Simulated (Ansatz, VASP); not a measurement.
## Two plane-wave programs on Li7Si

```
Li Si
1.0
    -3.19448    3.19448    3.19448
     3.19448   -3.19448    3.19448
     3.19448    3.19448   -3.19448
Li Si
7 1
Direct
  0.00000 0.50000 0.50000
  0.50000 0.50000 0.00000
  0.50000 0.00000 0.50000
  0.00000 0.00000 0.50000
  0.00000 0.50000 0.00000
  0.50000 0.00000 0.00000
  0.50000 0.50000 0.50000
  0.00000 0.00000 0.00000
```

Change from the starting cell: species swapped into the Fe7Co type (Im-3m, No. 229).

Alike in both runs: task relaxation of cell and atoms; functional PBE; k mesh 8 × 8 × 8; occupations gaussian, width 0.1 eV; no spin polarisation.

```csv
,VASP,Ansatz
version,VASP 6.6.1,Ansatz 0.2.0
potentials or method,"VASP PAW PBE potentials, release 64 (Li_sv, Si)","scalar-relativistic, plane waves, PAW"
plane-wave cutoff (eV),600,420
valence electrons in the cell,25,25
```

```csv
,VASP,Ansatz,Ansatz less VASP
"gap on the k mesh at the Fermi level, each at its own relaxed structure (eV)",none,none,-
relaxed volume (Å³/atom),16.44,16.56,+0.114
relaxed cell length with the largest relative difference (Å),5.549,5.562,+0.0128
```

A gap of «none» marks a metal or a gap that the smearing closes.

Caveats: the cutoff is under 1.25 times the usual one of these potentials, so pressure, stress and relaxed cells hold a basis-set (Pulay) error (VASP).
